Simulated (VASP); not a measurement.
Output of a VASP run:

OSZICAR:
```
       N       E                     dE             d eps       ncg     rms          rms(c)
DAV:   1     0.342344217483E+03    0.34234E+03   -0.25164E+04  5253   0.299E+03
DAV:   2     0.269719028283E+02   -0.31537E+03   -0.31004E+03  5440   0.541E+02
DAV:   3    -0.106033999548E+02   -0.37575E+02   -0.37212E+02  5789   0.148E+02
DAV:   4    -0.116727184254E+02   -0.10693E+01   -0.10668E+01  5879   0.291E+01
DAV:   5    -0.116962759090E+02   -0.23557E-01   -0.23550E-01  6253   0.434E+00    0.237E+00
DAV:   6    -0.116248761236E+02    0.71400E-01   -0.20034E-01  6211   0.621E+00    0.131E+00
DAV:   7    -0.116123444335E+02    0.12532E-01   -0.58672E-02  7020   0.269E+00    0.302E-01
DAV:   8    -0.116115407551E+02    0.80368E-03   -0.13576E-02  5705   0.137E+00    0.466E-02
DAV:   9    -0.116117007655E+02   -0.16001E-03   -0.92708E-04  5986   0.334E-01    0.247E-02
DAV:  10    -0.116117159285E+02   -0.15163E-04   -0.21987E-04  6023   0.167E-01    0.563E-03
DAV:  11    -0.116117157557E+02    0.17281E-06   -0.36443E-05  6075   0.755E-02    0.368E-03
DAV:  12    -0.116117157494E+02    0.63628E-08   -0.56427E-06  6258   0.247E-02    0.645E-04
DAV:  13    -0.116117158692E+02   -0.11979E-06   -0.64388E-07  6240   0.625E-03    0.473E-04
DAV:  14    -0.116117157849E+02    0.84274E-07   -0.43264E-08  3395   0.190E-03
   1 F= -.11611716E+02 E0= -.11611578E+02  d E =-.413689E-03
```

File OUTCAR:
```
------------------------ aborting loop because EDIFF is reached ----------------------------------------
  FORCE on cell =-STRESS in cart. coord.  units (eV):
  Direction    XX          YY          ZZ          XY          YZ          ZX
  --------------------------------------------------------------------------------------
  Total        0.2427977     -0.3589363      0.0446255      0.0000000     -0.0000000      0.0000000
  in kB        4.7798353     -7.0661968      0.8785199      0.0000000     -0.0000000      0.0000000
  external PRESSURE =      -0.4692806 kB  Pullay stress =       0.0000000 kB
  volume of cell :       81.38
      direct lattice vectors                 reciprocal lattice vectors
     2.252803151 -3.912278924  0.000000000     0.221945712 -0.127802749  0.000000000
     2.252803151  3.912278924  0.000000000     0.221945712  0.127802749  0.000000000
     0.000000000  0.000000000  4.616992413     0.000000000  0.000000000  0.216591216
 POSITION                                       TOTAL-FORCE (eV/Angst)
 -----------------------------------------------------------------------------------
      2.25280      2.69398      4.23932         0.000000      0.048190      0.018925
      2.25280      1.21830      1.93083         0.000000     -0.048190      0.018925
      2.25280     -1.21830      2.68617         0.000000      0.048190     -0.018925
      2.25280     -2.69398      0.37767         0.000000     -0.048190     -0.018925
 -----------------------------------------------------------------------------------
    total drift:                               -0.000000     -0.000000      0.000000
  FREE ENERGIE OF THE ION-ELECTRON SYSTEM (eV)
  ---------------------------------------------------
  free  energy   TOTEN  =       -11.6117157849 eV

  energy  without entropy=      -11.6113020964  energy(sigma->0) =      -11.61157789
```
(Selected blocks of OUTCAR.)

POSCAR:
```
Ga
1
    2.2528031505    -3.9122789238     0.0000000000
    2.2528031505     3.9122789238     0.0000000000
    0.0000000000     0.0000000000     4.6169924133
Ga
4
Direct
  0.1557018483   0.8442981517   0.9181997463
  0.3442981517   0.6557018483   0.4181997463
  0.6557018483   0.3442981517   0.5818002537
  0.8442981517   0.1557018483   0.0818002537
```

Q: Reconstruct the remaining input files.

A: One answer among several that fit: the input of the run itself, PBE GGA, plane waves, VASP's PBE PAW potentials (set 64).

### INCAR
```
ALGO=Normal
EDIFF=1E-7
ENCUT=480
GGA=PE
ISIF=2
ISMEAR=1
LASPH=T
LCHARG=F
LMAXMIX=4
LREAL=F
LWAVE=F
NELM=100
PREC=Accurate
SIGMA=0.1
SYSTEM=Ga
```

KPOINTS:
```
kpoints
0
Gamma
  8 8 6
0 0 0
```

POTCAR, in this order: Ga_d (PBE.64 set). Program: vasp_std.

The compound is Ga in the alpha structure. This cell was strained or had an atom moved on purpose.
